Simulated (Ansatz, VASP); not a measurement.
**ZnGeS2 (alpha-NaFeO2 type (invented)): VASP beside Ansatz**

One calculation is typed for both programs; each brings its own data sets. How far apart do they land? The cell is generated by rule, not measured, and may not be a known phase. The cell is taken from a series of runs on this material, whose earlier steps may have relaxed, scaled, displaced or heated it; both programs get it as it stands.

Calculated with Ansatz 0.2.0; plane waves, with VASP 6.6.1 beside it; relaxation of cell and atoms at LDA.

## Step 1: The structure

Symmetry: R-3m, No. 166, trigonal system. The conventional cell has a = 3.642 Å, b = 3.642 Å, c = 17.840 Å, α = 90.00°, β = 90.00°, γ = 120.00°. Nearest to Zn lie 6 S at 2.57 to 2.58 Å. Ge has 6 S at 2.57 to 2.58 Å nearest. S has 3 Ge at 2.57 to 2.58 Å and 3 Zn at 2.57 to 2.58 Å nearest. Farther neighbours and most contacts between anions are not listed.

## Step 2: VASP: relaxation of cell and atoms, LDA

The relaxed volume is the usual yardstick between codes: in a stiff, nearly cubic crystal its relative difference is about their pressure difference at one cell divided by the bulk modulus.

Lines of VASP's logs that name or quote its potential files are left out, and so is its time.

The input, INCAR:

```
SYSTEM = ZnGeS2
PREC = Accurate
ENCUT = 500
EDIFF = 1E-07
NELM = 120
ISMEAR = 0
SIGMA = 0.1
LREAL = .FALSE.
ALGO = Normal
GGA = CA
NBANDS = 25
LORBIT = 11
LWAVE = .FALSE.
LCHARG = .FALSE.
ISIF = 3
IBRION = 2
NSW = 80
EDIFFG = -0.005
LASPH = .TRUE.
GGA_COMPAT = .FALSE.
NELMIN = 4
KPAR = 2
```

The input, POSCAR:

```
ZnGeS2
1.0
    1.8208000000      1.0512390000      5.9467080000
   -1.8208000000      1.0512390000      5.9467080000
    0.0000000000     -2.1024790000      5.9467080000
Zn Ge S
1 1 2
Direct
    0.0000000000      0.0000000000      0.0000000000
    0.5000000793      0.5000000793      0.4999998415
    0.2500000396      0.2500000396      0.2499999207
    0.7500001189      0.7500001189      0.7499997622
```

The input, KPOINTS:

```
Automatic mesh
0
Gamma
6 6 6
0 0 0
```

PAW data sets: Zn, Ge_d and S (LDA family, release 64).

Launch:

```sh
$ mpirun -np 2 vasp_std
```

Numbers of over 12 decimals in the logs are rounded to 6 here.

Log:

```text
[banner, memory and clock lines left out]
running    2 mpi-ranks, on    1 nodes
 distrk:  each k-point on    1 cores,    2 groups
 distr:  one band on    1 cores,    1 groups

 POSCAR found type information on POSCAR ZnGeS
 POSCAR found :  3 types and       4 ions
 LDA part: xc-table for (Slater(with rela. corr.)+CA(PZ))
 , standard interpolation
 POSCAR, INCAR and KPOINTS ok, starting setup
 FFT: planning ... GRIDC
 FFT: planning ... GRID_SOFT
 FFT: planning ... GRID
 WAVECAR not read
 entering main loop
       N       E                     dE             d eps       ncg     rms          rms(c)
DAV:   1     0.280017596024E+03    0.28002E+03   -0.18606E+04  1838   0.289E+03
DAV:   2     0.219177977902E+02   -0.25810E+03   -0.25042E+03  1632   0.563E+02
DAV:   3    -0.170759019989E+02   -0.38994E+02   -0.38502E+02  1987   0.154E+02
DAV:   4    -0.184789537534E+02   -0.14031E+01   -0.14000E+01  1857   0.309E+01
DAV:   5    -0.185085961940E+02   -0.29642E-01   -0.29632E-01  2103   0.494E+00    0.100E+01
DAV:   6    -0.179062878664E+02    0.60231E+00   -0.15590E+00  2366   0.300E+01    0.703E+00
DAV:   7    -0.178956349581E+02    0.10653E-01   -0.66486E-01  1832   0.549E+00    0.261E+00
DAV:   8    -0.178872698718E+02    0.83651E-02   -0.29296E-02  1978   0.158E+00    0.500E-01
DAV:   9    -0.178871137688E+02    0.15610E-03   -0.47311E-03  1902   0.368E-01    0.112E-01
DAV:  10    -0.178870929205E+02    0.20848E-04   -0.28473E-04  2124   0.154E-01    0.478E-02
DAV:  11    -0.178870964157E+02   -0.34952E-05   -0.29899E-05  1949   0.386E-02    0.201E-02
DAV:  12    -0.178870970127E+02   -0.59702E-06   -0.66140E-06  2252   0.309E-02    0.357E-03
DAV:  13    -0.178870968043E+02    0.20840E-06   -0.94235E-07  2310   0.114E-02    0.169E-03
DAV:  14    -0.178870968066E+02   -0.22483E-08   -0.10054E-07  1127   0.321E-03
   1 F= -.17887097E+02 E0= -.17885766E+02  d E =-.178871E+02
[... from here on, the cycles between the ionic steps are left out ...]
   2 F= -.17959859E+02 E0= -.17958815E+02  d E =-.727627E-01
   3 F= -.17995278E+02 E0= -.17994376E+02  d E =-.108181E+00
   4 F= -.17995544E+02 E0= -.17994641E+02  d E =-.108447E+00
   5 F= -.17996913E+02 E0= -.17996013E+02  d E =-.136883E-02
   6 F= -.17996917E+02 E0= -.17996018E+02  d E =-.137375E-02
   7 F= -.17997565E+02 E0= -.17996663E+02  d E =-.647075E-03
   8 F= -.17997577E+02 E0= -.17996675E+02  d E =-.659377E-03
   9 F= -.17997577E+02 E0= -.17996675E+02  d E =-.659609E-03
 curvature:  -1.34 expect dE=-0.940E-05 dE for cont linesearch -0.294E-06
 ZBRENT: bracketing found
 ZBRENT: accuracy reached
 trial: gam=-0.00892 g(F)=  0.587E-05 g(S)=  0.113E-05 ort =-0.169E-04 (trialstep = 0.134E+01)
 search vector abs. value=  0.741E-05
 bond charge predicted
       N       E                     dE             d eps       ncg     rms          rms(c)
DAV:   1    -0.179976000498E+02   -0.22970E-04   -0.84911E-04  2147   0.323E-01    0.319E-02
DAV:   2    -0.179975872544E+02    0.12795E-04   -0.80997E-05  2021   0.158E-01    0.137E-02
DAV:   3    -0.179975848105E+02    0.24439E-05   -0.80084E-06  2011   0.267E-02    0.562E-03
DAV:   4    -0.179975840248E+02    0.78574E-06   -0.91251E-07  2154   0.971E-03    0.195E-03
DAV:   5    -0.179975839563E+02    0.68480E-07   -0.87179E-08   851   0.401E-03
  10 F= -.17997584E+02 E0= -.17996682E+02  d E =-.687878E-05
 trial-energy change:   -0.000007  1 .order   -0.000006   -0.000010   -0.000002
 step:   1.5387(harm=  1.7294)  dis= 0.00061  next Energy=   -17.997584 (dE=-0.705E-05)
 reached required accuracy - stopping structural energy minimisation
```

From OUTCAR (step 2):

```text
ion  position               nearest neighbor table
   1  0.000  0.000  0.000-   4 2.57   3 2.57   3 2.57   3 2.58   4 2.58   4 2.58
   2  0.500  0.500  0.500-   3 2.57   3 2.57   4 2.57   4 2.57   3 2.58   4 2.58
   3  0.250  0.250  0.250-   2 2.57   2 2.57   1 2.57   1 2.57   2 2.58   1 2.58
   4  0.750  0.750  0.750-   1 2.57   2 2.57   2 2.57   2 2.58   1 2.58   1 2.58

  LATTYP: Found a trigonal (rhomboedric) cell.
 ALAT       =     6.3074362551
 COS(alpha) =     0.8333333351

 Subroutine GETGRP returns: Found 12 space group operations
 (whereof 12 operations were pure point group operations)

The static configuration has the point symmetry D_3d.

 Found     32 irreducible k-points:

   k-points           NKPTS =     32   k-points in BZ     NKDIM =     32   number of bands    NBANDS=     25

   dimension x,y,z NGX =    48 NGY =   48 NGZ =   48
   dimension x,y,z NGXF=    96 NGYF=   96 NGZF=   96

   ENCUT  =  500.0 eV  36.75 Ry    6.06 a.u.  11.50 11.50 11.50*2*pi/ulx,y,z

   NELECT =      38.0000    total number of electrons

 k-points in reciprocal lattice and weights: Automatic mesh
   0.00000000  0.00000000  0.00000000       0.005
   0.16666667  0.00000000 -0.00000000       0.028
   0.33333333 -0.00000000  0.00000000       0.028
   0.50000000  0.00000000 -0.00000000       0.014
   0.16666667  0.16666667 -0.00000000       0.028
   0.33333333  0.16666667 -0.00000000       0.056
   0.50000000  0.16666667  0.00000000       0.056
  -0.33333333  0.16666667  0.00000000       0.056
  -0.16666667  0.16666667  0.00000000       0.028
[...]
-0.33333333  0.50000000  0.33333333       0.028
   0.50000000  0.50000000  0.50000000       0.005

 average (electrostatic) potential at core
       1 -34.7142       2 -74.4808       3 -86.4472       4 -86.4472

 E-fermi :   5.9895

 k-point     1 :       0.0000    0.0000    0.0000
  band No.  band energies     occupation
    ...
     15       3.7722      2.00000
     16       3.8338      2.00000
     17       3.8548      2.00000
     18       4.1623      2.00000
     19       4.1623      2.00000
     20       7.3168      0.00000
     21       7.9883      0.00000
     22       7.9883      0.00000
     23      10.1264      0.00000
     24      12.8227      0.00000
    ...

 k-point     2 :       0.1667    0.0000   -0.0000
  band No.  band energies     occupation
    ...
     15       2.2295      2.00000
     16       3.4842      2.00000
     17       3.6370      2.00000
     18       3.7955      2.00000
     19       5.5354      2.00000
     20       7.2313      0.00000
     21       8.7687      0.00000
     22       8.7743      0.00000
     23      10.5364      0.00000
     24      11.6352      0.00000
    ...

 k-point     3 :       0.3333   -0.0000    0.0000
  band No.  band energies     occupation
    ...
     15       0.2390      2.00000
     16       2.8819      2.00000
     17       2.9949      2.00000
     18       3.2001      2.00000
     19       4.7560      2.00000
     20       6.6374      0.00000
     21       9.3164      0.00000
     22       9.7138      0.00000
     23      10.6733      0.00000
     24      11.6358      0.00000
    ...

  Total        0.0048967      0.0048967      0.0057873      0.0000000     -0.0000000      0.0000000
  in kB        0.1154227      0.1154227      0.1364168      0.0000000     -0.0000000      0.0000000
  external PRESSURE =       0.1224207 kB  Pullay stress =       0.0000000 kB

  energy-cutoff  :      500.00
  volume of cell :       67.97
      direct lattice vectors                 reciprocal lattice vectors
     1.831030536  1.057145606  5.852445106     0.273070268  0.157657199  0.056956260
    -1.831030536  1.057145606  5.852445106    -0.273070268  0.157657199  0.056956260
     0.000000000 -2.114292201  5.852445103     0.000000000 -0.315314397  0.056956233

 POSITION                                       TOTAL-FORCE (eV/Angst)
 -----------------------------------------------------------------------------------
     -0.00000     -0.00000      0.00000        -0.000000     -0.000000      0.000000
      0.00000      0.00000      8.77867         0.000000     -0.000000      0.000000
      0.00000     -0.00000      4.49732        -0.000000      0.000000     -0.003184
      0.00000      0.00000     13.06001        -0.000000     -0.000000      0.003184
 -----------------------------------------------------------------------------------
    total drift:                               -0.000000     -0.000745     -0.000000

  FREE ENERGIE OF THE ION-ELECTRON SYSTEM (eV)
  ---------------------------------------------------
  free  energy   TOTEN  =       -17.9975839563 eV

  energy  without entropy=      -17.9957795047  energy(sigma->0) =      -17.99668173

 reached required accuracy - stopping structural energy minimisation

 total charge
# of ion       s       p       d       tot
------------------------------------------
    1        0.507   0.405   9.808  10.721
    2        1.377   0.731  10.049  12.158
    3        1.347   2.347   0.000   3.694
    4        1.347   2.347   0.000   3.694
--------------------------------------------------
tot          4.578   5.831  19.857  30.266

[... 3 further parts left out ...]
```

CONTCAR:

```
ZnGeS2
   1.00000000000000
     1.8310305361658989    1.0571456055567354    5.8524451056248408
    -1.8310305361658989    1.0571456055567354    5.8524451056248408
     0.0000000000000000   -2.1142922010227214    5.8524451028563105
  Zn              Ge              S
     1     1     2
Direct
     0.0000000000000000    0.0000000000000000    0.0000000000000000
     0.5000000793000012    0.5000000793000012    0.4999998414999993
     0.2561507595444169    0.2561507595444169    0.2561506406395092
     0.7438493989555838    0.7438493989555838    0.7438490422604876
```

The k-mesh is coarse for a metal.

## Step 3: Ansatz: relaxation of cell and atoms, LDA

Ansatz runs on its default PAW (the set named soft_2) files.

The same cell, functional (in two slightly different forms), mesh and smearing now go to Ansatz, which takes its cutoff from its data sets.

The input, input.yaml:

```yaml
crystal:
  lattice:
    - [1.8208, 1.051239, 5.946708]
    - [-1.8208, 1.051239, 5.946708]
    - [0.0, -2.102479, 5.946708]
  atoms:
    - { symbol: Zn, position: [1.0, 0.0, 0.0] }
    - { symbol: Ge, position: [0.5, 0.5, 0.5] }
    - { symbol: S, position: [0.25, 0.25, 0.25] }
    - { symbol: S, position: [0.75, 0.75, 0.75] }
kpoints:
  mp_grid: { grid: [6, 6, 6] }
hamiltonian:
  xc: lda
scf:
  occupations: { method: gaussian, width: 0.1 }
output:
  forces: true
  stress: true
  eigenvalues: true
relax:
  adjacent_minimum: "off"
  f_tol: 0.05
  max_steps: 80
  cell: { stress_tol: 0.5 }
```

Launch:

```sh
$ ansatz run input.yaml --threads 2 --pin off --max-ram 5120MiB --backend cpu --events-out ev --progress --plain --runs-dir out
```

Log:

```text
The last accepted step is kept in <dir> (removed where the run ends without a failure and the disk answers)
basis.fft_grid_basis auto: the FFT boxes are laid along the combinations [[1, 0, -1], [0, 1, -1], [0, 0, 1]] of the cell's own vectors, 3.642, 3.642 and 6.307 Å long. The dense box has 25×25×45 points. Along the cell's own vectors, as sized, it would have 45×45×45, 3.24 times as many. Of the 12 symmetry operations that the crystal satisfies within crystal.symmetry.tolerance (time reversal apart; of a slab, those that [...]
Engine: ansatz 0.2.0, x86_64-unknown-linux-gnu
Pseudopotentials: kind: paw
Pseudopotential: Zn, paw, valence charge 12, recommended cutoff 420 eV (normal), Zn.paw.azcp
Pseudopotential: Ge, paw, valence charge 14, recommended cutoff 420 eV (normal), Ge.paw.azcp
Pseudopotential: S, paw, valence charge 6, recommended cutoff 420 eV (normal), S.paw.azcp
Functional definition: SPW92
  exchange = slater_x
  correlation = pw_c
Crystal: 4 atoms, lattice volume = 68.295 Å³
Basis set: ecut = 420 eV, 1297 PW (Γ), FFT grids on a1−a3, a2−a3, a3
Bands: 23, of which v1, the nominal top of the filled ones, is band 19 counted from 1 (18 counted from 0)
Symmetry: 12 space group operations
Space group: R-3m (ITA 166), of the structure as read, at distance tolerance 4.1e-5 Å
k-points: 32 of 216
Non-local potential: Zn, projectors of the file, l = 0: 2, l = 1: 2, l = 2: 3, l = 3: 1
Non-local potential: Ge, projectors of the file, l = 0: 2, l = 1: 2, l = 2: 3, l = 3: 1
Non-local potential: S, projectors of the file, l = 0: 2, l = 1: 2, l = 2: 2
PAW form: soft (Blöchl's): semilocal exchange-correlation on the pseudo side does not see the compensation charge
PAW frozen core: Zn, regenerated for the run's functional, and the local potential with it (the file was generated under x = pbe(κ = 0.804, μ = 0.219515), c = pbe(β = 0.066725))
PAW frozen core: Ge, regenerated for the run's functional, and the local potential with it (the file was generated under x = pbe(κ = 0.804, μ = 0.219515), c = pbe(β = 0.066725))
PAW frozen core: S, regenerated for the run's functional, and the local potential with it (the file was generated under x = pbe(κ = 0.804, μ = 0.219515), c = pbe(β = 0.066725))
PAW one-centre angular grid: Zn, 590 points (default); XC on 64 Gauss nodes
PAW one-centre angular grid: Ge, 590 points (default); XC on 64 Gauss nodes
PAW one-centre angular grid: S, 110 points (default); XC on 64 Gauss nodes
Initial density: superposition of atomic densities (neutral atoms: chi_scale 0, normalization atom), corrected by the library's trained network
Initial wavefunctions: pseudopotential atomic-orbital guess
Functional: x = slater, c = lda
SCF iter   1: F=—  HF=-9202.506656 eV  |F-HF|=—  |Δ(HF+E_count)|=         —  Δρ=6.60e-3  dr2=2.25e-2  ethr=1.77e-3  ⟨swp⟩=5.0  Hψ=3400  notcnv=0
preconditioner: auto → Resta (q_TF=auto, 2.474 Å⁻¹)  ε∞=4.6  [insulator: Δε(μ)=0.252 eV  Ē_g=14.516 eV  σ=0.100 eV  W_gap=0.68  n_scr=22 (ndim 8)  ℏωp=27.7 eV  f_vac=0.000  D(μ)=0.53/eV (n_scr^D=2)  ε∞_Penn≈4.6]
SCF iter   2: F=—  HF=-9202.499585 eV  |F-HF|=—  |Δ(HF+E_count)|=   7.07e-3  Δρ=2.93e-3  dr2=5.08e-3  ethr=5.92e-5  ⟨swp⟩=2.0  Hψ=1154  notcnv=0
SCF iter   3: F=—  HF=-9202.498264 eV  |F-HF|=—  |Δ(HF+E_count)|=   1.32e-3  Δρ=1.89e-3  dr2=1.29e-3  ethr=1.34e-5  ⟨swp⟩=2.1  Hψ=1114  notcnv=0
SCF iter   4: F=—  HF=-9202.497601 eV  |F-HF|=—  |Δ(HF+E_count)|=   6.63e-4  Δρ=3.43e-4  dr2=5.20e-5  ethr=3.40e-6  ⟨swp⟩=2.0  Hψ=1057  notcnv=0
SCF iter   5: F=—  HF=-9202.497587 eV  |F-HF|=—  |Δ(HF+E_count)|=   1.37e-5  Δρ=5.32e-5  dr2=1.59e-6  ethr=1.37e-7  ⟨swp⟩=2.0  Hψ=1184  notcnv=0
SCF iter   6: F=—  HF=-9202.497588 eV  |F-HF|=—  |Δ(HF+E_count)|=   2.33e-7  Δρ=1.83e-5  dr2=1.41e-7  ethr=4.18e-9  ⟨swp⟩=2.0  Hψ=1344  notcnv=0
SCF iter   7: F=-9202.497587 eV  HF=-9202.497588 eV  |F-HF|=7.23e-8  |Δ(HF+E_count)|=   4.14e-8  Δρ=6.73e-6  dr2=3.03e-8  ethr=2.63e-10  ⟨swp⟩=4.3  Hψ=2762  notcnv=0
SCF 1 converged in 7 iterations: F = -9202.497587 eV  dr2 = 3.03e-8
  greatest PAW one-centre occupation: 0.999 electrons in one spin orbital (limit 2), on the Ge atom at site 1 (counted from 0), in its partial waves of l = 2
relax step   1: F+E_penalty+E_count = -9202.49758747 eV  Δ(F+E_penalty+E_count) = +0.000e0 eV  max|allowed force component| = 9.175e-1 eV/Å  Δτ_max = 0.0000 Å  P = -0.415 GPa  Ω = 68.295 Å³  (7 SCF iters, dr2 threshold 1.00e-7 eV, accepted)
[...]
relax step   2: F+E_penalty+E_count = -9202.60297457 eV  Δ(F+E_penalty+E_count) = -1.054e-1 eV  max|allowed force component| = 1.388e-1 eV/Å  Δτ_max = 0.0919 Å  P = -0.378 GPa  Ω = 67.968 Å³  energy of the carried Pulay correction = +7.428e-5 eV  (6 SCF iters, dr2 threshold 4.00e-7 eV, accepted)
[...]
relax step   3: F+E_penalty+E_count = -9202.61020770 eV  Δ(F+E_penalty+E_count) = -7.233e-3 eV  max|allowed force component| = 1.245e-2 eV/Å  Δτ_max = 0.0196 Å  P = +0.154 GPa  Ω = 67.725 Å³  energy of the carried Pulay correction = +1.295e-4 eV  (6 SCF iters, dr2 threshold 4.00e-7 eV, accepted)
[...]
relax step   4: F+E_penalty+E_count = -9202.61007790 eV  Δ(F+E_penalty+E_count) = +1.298e-4 eV  max|allowed force component| = 1.249e-2 eV/Å  Δτ_max = 0.0000 Å  P = +0.156 GPa  Ω = 67.725 Å³  stress off target by 2.37e-1 GPa  SCF on the basis re-selected at this cell (its energy is not comparable with the rows above)  (4 SCF iters)
basis re-selected at this cell: Δ(F+E_penalty+E_count) = +1.298e-4 eV, ΔP = +0.003 GPa vs the last step (what re-selecting the basis moved, of the pressure what is left beyond the Pulay correction that the steps carried, after the strain that the cell walked since its last selection, with what the two solves' SCF thresholds leave and, on support functions, any second-order correction that the steps lacked; it is no m [...]
SCF converged after 4 iterations
Free energy (F): -9202.610078 eV
Harris-Foulkes:  -9202.610078 eV  (|F-HF|=1.64e-11)
Internal energy: -9202.608289 eV  (E = F + TS)
E sigma→0 (E₀):  -9202.609183 eV
Entropy (-TS):   -0.001789 eV (-0.447 meV/atom)
Fermi energy:    9.646942 eV
--- Per-component energies (eV) ---
  E_band       = -73.503995
  E_kinetic    = 458.522633
  E_local      = -4192.326928  (includes V_loc(G=0)·N_el)
  E_nonlocal   = 1093.726774
  E_hartree    = 1789.669809
  E_xc         = -404.574580
  E_vxc        = -295.706851  (∫ρ·V_xc dr)
  E_paw        = -4830.436739  (= ΣΔE_a)
  E_vpaw       = -717.060291  (= ΣTr[D̂ρ^β])
  E_aug_tail   = -0.000009  (compensation charges beyond the density's cutoff)
  E_ewald      = -3120.961112
  E_core_change = 3.771863  (= ΣΔE_core)
  E_smearing   = -0.001789  (= −TS)
  E_closure    = -0.000000  (closes the sum)
  Σ components = -9202.610078   (vs F -9202.610078, Δ=0.00e0)
--- Forces (eV/Å), atoms counted from 1 ---
  atom   1  Zn     0.00000000     0.00000000    -0.00000000
  atom   2  Ge    -0.00000000     0.00000000     0.00000000
  atom   3  S      0.00000000     0.00000000    -0.01248903
  atom   4  S      0.00000000    -0.00000000     0.01248903
  max |Σ_I F_I| component: 6.57e-31 eV/Å
--- Stress (GPa, compression-positive) ---
        0.115607       0.000000       0.000000
        0.000000       0.115607      -0.000000
        0.000000      -0.000000       0.237319
  P = ⅓ Tr σ = 0.1562 GPa (1.562 kbar)
--- Band table (eV; the first three rows and the last of 32) ---
  k-point 0: bands = [... 15 lower, 7.4840, 7.5169, 7.8191, 7.8191, 10.9628, 11.6287, 11.6287, 13.7864]
  k-point 1: bands = [... 15 lower, 7.1327, 7.2906, 7.4584, 9.1867, 10.8864, 12.4149, 12.4256, 14.1877]
  k-point 2: bands = [... 15 lower, 6.5244, 6.6505, 6.8595, 8.4089, 10.2885, 12.9851, 13.3722, 14.3074]
  k-point 31: bands = [... 15 lower, 7.5066, 7.6064, 7.6064, 9.9439, 10.8452, 12.4998, 12.4998, 13.5986]
--- Relaxed structure (3 steps of the walk, 3 accepted, 1 SCFs on fresh bases) ---
  F+E_penalty+E_count = -9202.61007790 eV   max|allowed force component| = 1.249e-2 eV/Å   (the final SCF, on the basis selected at the relaxed cell)
  cell:  # Å, volume = 67.7250 Å³
    - [1.829867, 1.056474, 5.838739]
    - [-1.829867, 1.056474, 5.838739]
    - [0, -2.112949, 5.838739]
  atoms:
    - { symbol: Zn, position: [1.0, 5.551115123125783e-17, 0.0] }
    - { symbol: Ge, position: [0.500000, 0.500000, 0.500000] }
    - { symbol: S, position: [0.256249, 0.256249, 0.256249] }
    - { symbol: S, position: [0.743751, 0.743751, 0.743751] }
```

Reading the cycles: dr2 is the Hartree energy of the density residual (eV), the measure of convergence; HF is the Harris–Foulkes estimate of the energy, which meets the free energy F at convergence.

## Step 4: Comparison

Known differences besides the potentials themselves: the two LDA forms differ slightly; the cutoff is 420 eV in Ansatz and 500 eV in VASP; VASP's log shows a relativistic correction to its local exchange, Ansatz's none; Ansatz adds a Pulay correction to the stress that steers its cell, VASP none. Total energies have different zeros and are not compared.

Compared:

| quantity | Ansatz | VASP | difference |
| --- | --- | --- | --- |
| volume (Å³) | 67.72 | 67.97 | -0.36 % |
| edge a after relaxation, in the typed setting (Å) | 6.209 | 6.223 | -0.21 % |

## Step 5: Outcome

- difference in volume (relaxation of cell and atoms, LDA): -0.36 %

What this shows: The difference in volume is -0.36 % (relaxation of cell and atoms, LDA), within the 1.2 % picked in this series as the mark of a large difference, as far as the stopping tolerances let one tell. How closely two codes agree says nothing of how well the functional describes the real material.

[Lines on the potential files, build, host, timing and source positions are cut from VASP's logs without a mark.]

[Logs are printed without paths, hosts, clocks, repeated set-up lines and the standing remarks that a program may print on its own settings, such as how far it seeks lower states.]

[Hosts, paths, dates, database ids (printed as entryN), source tags and the programs' standing remarks are cut or masked in the printed files.]
